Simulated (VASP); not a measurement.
Input:

```
CELL_PARAMETERS angstrom
      0.00000     2.83552     2.83552
      2.83552     0.00000     2.83552
      2.83552     2.83552     0.00000
ATOMIC_POSITIONS crystal
  Be 0.00000 0.00000 0.00000
  Te 0.25000 0.25000 0.25000
```

Level of theory: optB88-vdW, VASP's PBE PAW potentials (set 64) (plane waves; VASP). Run with 520 eV cut-off, Gaussian smearing of 0.050 eV, potentials Be Te.

Unless said otherwise, spin-orbit coupling is left out, though it shifts the bands of the heavy elements here.

### Question
Give the energies of bands 2 to 7 at the high-symmetry points, in eV from the valence-band maximum.

### Answer

```tsv
band	Γ	X	U	L	W
2	0.00	-4.94	-4.60	-5.35	-4.43
3	0.00	-2.53	-3.72	-1.08	-3.54
4	0.00	-2.53	-2.13	-1.08	-3.06
5	3.71	2.12	2.82	3.10	5.34
6	3.71	2.78	5.32	4.68	5.60
7	3.71	9.61	7.86	4.68	5.63
```

The gap is indirect, 2.12 eV, from the valence maximum at Γ to the conduction minimum at X.

Measured: gap 2.80 eV (computed value off by -0.68 eV), as given by Das et al., (2018), arXiv:1807.05623.

The compound is BeTe in the zinc blende structure. It was relaxed first.
